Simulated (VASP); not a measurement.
Computed with r2SCAN meta-GGA, VASP's PBE PAW potentials (set 64) (plane waves; VASP).

A VASP calculation is set up with these files.

**POSCAR**
```
Nb
1
   -1.6523748829     1.6523748829     1.6523748829
    1.6523748829    -1.6523748829     1.6523748829
    1.6523748829     1.6523748829    -1.6523748829
Nb
1
Direct
  0.0000000000   0.0000000000   0.0000000000
```

### INCAR
```
! general
SYSTEM  = Nb
PREC    = Accurate
ENCUT   = 520
LREAL   = .FALSE.
LASPH   = .TRUE.

! electronic loop
EDIFF   = 1E-7
NELM    = 100
ALGO    = Normal
LMAXMIX = 4
LMIXTAU = .TRUE.

! smearing
ISMEAR  = -5

! functional
METAGGA = R2SCAN

! ions
ISIF    = 2

! output
LWAVE   = .FALSE.
LCHARG  = .FALSE.
LORBIT  = 11
NEDOS   = 601
```

**KPOINTS**
```
Automatic mesh
0
Gamma
17 17 17
0 0 0
```

**KPOINTS_OPT**
```
k-points along high-symmetry lines
10
Line-mode
Reciprocal
  0.000000   0.000000   0.000000 ! GAMMA
  0.500000  -0.500000   0.500000 ! H

  0.500000  -0.500000   0.500000 ! H
  0.000000  -0.000000   0.500000 ! N

  0.000000  -0.000000   0.500000 ! N
  0.000000   0.000000   0.000000 ! GAMMA

  0.000000   0.000000   0.000000 ! GAMMA
  0.250000   0.250000   0.250000 ! P

  0.250000   0.250000   0.250000 ! P
  0.500000  -0.500000   0.500000 ! H

  0.250000   0.250000   0.250000 ! P
  0.000000  -0.000000   0.500000 ! N
```

POTCAR, in this order: Nb_sv (PBE.64 set). Program: vasp_std.

Output of the run:

### OSZICAR
```
       N       E                     dE             d eps       ncg     rms          rms(c)
DAV:   1     0.100907046095E+03    0.10091E+03   -0.76441E+03  3308   0.132E+03
DAV:   2    -0.254693607184E+02   -0.12638E+03   -0.12329E+03  3582   0.462E+02
DAV:   3    -0.312268267509E+02   -0.57575E+01   -0.54874E+01  5090   0.822E+01
DAV:   4    -0.315769277635E+02   -0.35010E+00   -0.34769E+00  4782   0.174E+01
DAV:   5    -0.315890332665E+02   -0.12106E-01   -0.12094E-01  5054   0.257E+00    0.104E+01
DAV:   6    -0.240402820871E+02    0.75488E+01   -0.45383E+00  4874   0.318E+01    0.126E+00
DAV:   7    -0.250710095117E+02   -0.10307E+01   -0.32891E-01  4194   0.670E+00    0.117E+00
DAV:   8    -0.244662791268E+02    0.60473E+00   -0.61831E-01  5040   0.105E+01    0.133E+00
DAV:   9    -0.248342184556E+02   -0.36794E+00   -0.38873E-01  3736   0.642E+00    0.613E-01
DAV:  10    -0.248417658228E+02   -0.75474E-02   -0.15924E-02  4460   0.138E+00    0.146E-01
DAV:  11    -0.248417014076E+02    0.64415E-04   -0.70170E-03  3446   0.134E+00    0.107E-01
DAV:  12    -0.248432804683E+02   -0.15791E-02   -0.22242E-03  3412   0.679E-01    0.802E-02
DAV:  13    -0.248434960589E+02   -0.21559E-03   -0.16213E-04  4954   0.159E-01    0.435E-02
DAV:  14    -0.248434735748E+02    0.22484E-04   -0.46808E-05  3958   0.758E-02    0.298E-02
DAV:  15    -0.248435064179E+02   -0.32843E-04   -0.59378E-05  5002   0.106E-01    0.228E-02
DAV:  16    -0.248435020340E+02    0.43839E-05   -0.25268E-05  5146   0.605E-02    0.700E-03
DAV:  17    -0.248435025199E+02   -0.48593E-06   -0.63953E-07  3604   0.127E-02    0.241E-03
DAV:  18    -0.248435019650E+02    0.55491E-06   -0.11364E-07  1942   0.515E-03    0.151E-03
DAV:  19    -0.248435018328E+02    0.13223E-06   -0.11353E-07  1816   0.580E-03    0.657E-04
DAV:  20    -0.248435018577E+02   -0.24913E-07   -0.39134E-08  1790   0.197E-03
   1 F= -.24843502E+02 E0= -.24843502E+02  d E =0.000000E+00
       N       E                     dE             ncg
```

OUTCAR:
```
------------------------ aborting loop because EDIFF is reached ----------------------------------------
  FORCE on cell =-STRESS in cart. coord.  units (eV):
  Direction    XX          YY          ZZ          XY          YZ          ZX
  --------------------------------------------------------------------------------------
  Total       -0.0583347     -0.0583347     -0.0583347      0.0000000      0.0000000      0.0000000
  in kB       -5.1790711     -5.1790711     -5.1790711      0.0000000      0.0000000      0.0000000
  external PRESSURE =      -5.1790711 kB  Pullay stress =       0.0000000 kB
  volume of cell :       18.05
      direct lattice vectors                 reciprocal lattice vectors
    -1.652374883  1.652374883  1.652374883     0.000000000  0.302594771  0.302594771
     1.652374883 -1.652374883  1.652374883     0.302594771  0.000000000  0.302594771
     1.652374883  1.652374883 -1.652374883     0.302594771  0.302594771  0.000000000
 POSITION                                       TOTAL-FORCE (eV/Angst)
 -----------------------------------------------------------------------------------
      0.00000      0.00000      0.00000         0.000000      0.000000      0.000000
 -----------------------------------------------------------------------------------
    total drift:                               -0.000000      0.000000      0.000000
  FREE ENERGIE OF THE ION-ELECTRON SYSTEM (eV)
  ---------------------------------------------------
  free  energy   TOTEN  =       -24.8435018577 eV

  energy  without entropy=      -24.8435018577  energy(sigma->0) =      -24.84350186

 total charge

# of ion       s       p       d       tot
------------------------------------------
    1        2.220   6.001   2.480  10.701
```
(Selected blocks of OUTCAR.)

For a metal the tetrahedron method with Blöchl corrections gives inexact stress and forces.

The compound is Nb in the bcc structure. It was relaxed first.
